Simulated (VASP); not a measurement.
Calculation: revPBE GGA, VASP's PBE PAW potentials (set 64) (plane waves; VASP).

VASP input:

File KPOINTS:
```
Automatic mesh
0
Gamma
13 13 13
0 0 0
```

### INCAR
```
ALGO = Normal
EDIFF = 1E-7
EDIFFG = -0.01
ENCUT = 520
GGA = RE
IBRION = 2
ISIF = 4
ISMEAR = 1
LASPH = .TRUE.
LCHARG = .FALSE.
LMAXMIX = 4
LREAL = .FALSE.
LWAVE = .FALSE.
NELM = 100
NSW = 30
PREC = Accurate
SIGMA = 0.1
SYSTEM = MoSi2
```

### POSCAR
```
MoSi2
1
   -1.6133930258     1.6133930258     3.9473611040
    1.6133930258    -1.6133930258     3.9473611040
    1.6133930258     1.6133930258    -3.9473611040
Si Mo
2 1
Direct
  0.6649699049   0.6649699049   0.0000000000
  0.3350300951   0.3350300951   0.0000000000
  0.0000000000   0.0000000000   0.0000000000
```

POTCAR, in this order: Si Mo_sv (PBE.64 set). Program: vasp_std.

Problem. What will the output report for the number of irreducible k-points (NKPTS), largest plane-wave count, number of space-group operations, FFT grid (NGX, NGY, NGZ)?

Solution. 
```json
{
 "number of irreducible k-points (NKPTS)": "196",
 "largest_plane_wave_count": "1138",
 "number_of_space_group_operations": "16",
 "FFT grid (NGX, NGY, NGZ)": "36 × 36 × 36"
}
```

The compound is MoSi2 in the MoSi2 type structure. It was relaxed first.
